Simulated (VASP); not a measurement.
Here is a VASP 6.6.1 calculation.

The input INCAR:

```
ALGO = Fast
EDIFF = 1E-7
EDIFFG = -0.005
ENCUT = 480
GGA = PS
IBRION = 2
ISIF = 3
ISMEAR = 0
LASPH = True
LCHARG = False
LREAL = False
LWAVE = False
NELM = 60
NSW = 90
PREC = Accurate
SIGMA = 0.1
```

Contents of KPOINTS:

```
k-points
0
Gamma
  18 18 8
```

The input POSCAR:

```
Cd
1.0
    2.9584748200      0.0000000000      0.0000000000
   -1.4792374100      2.5621143500      0.0000000000
    0.0000000000      0.0000000000      5.8859279300
Cd
2
Direct
    0.3333333300      0.6666666700      0.2500000000
    0.6666666700      0.3333333300      0.7500000000
```

Potentials or basis: VASP PAW PBE potentials, release 64 (Cd).

Command:

```bash
$ cat potpaw_PBE.64/Cd/POTCAR > POTCAR
$ mpirun -np 1 vasp_std > vasp.out
```

What does it give for the space group after relaxing (to 0.05 Å)?

P6_3/mmc (No. 194).

What does it give for the relaxed volume?

21.16 Å³/atom.

What does it give for the relaxed cell?

a = 2.952 Å, b = 2.952 Å, c = 5.609 Å, α = 90.00°, β = 90.00°, γ = 120.00°.

What does it give for the band gap on the k mesh?

None (metal or under the smearing width).

Step by step:
```csv
step,energy change (eV),largest force (eV/Å),pressure (GPa),volume (Å³)
1,0.0000,0.0000,-2.02,44.62
2,-0.0135,0.0000,0.13,42.82
3,-0.0136,0.0000,0.27,42.71
4,-0.0181,0.0000,0.17,42.52
5,-0.0195,0.0000,0.12,42.36
6,-0.0197,0.0000,0.11,42.30
7,-0.0197,0.0000,0.10,42.27
8,-0.0197,0.0000,0.12,42.26
9,-0.0197,0.0000,-0.03,42.39
10,-0.0197,0.0000,0.02,42.32
```

Caveat: the PAW data sets were made with another functional, which shifts forces and pressure a little.
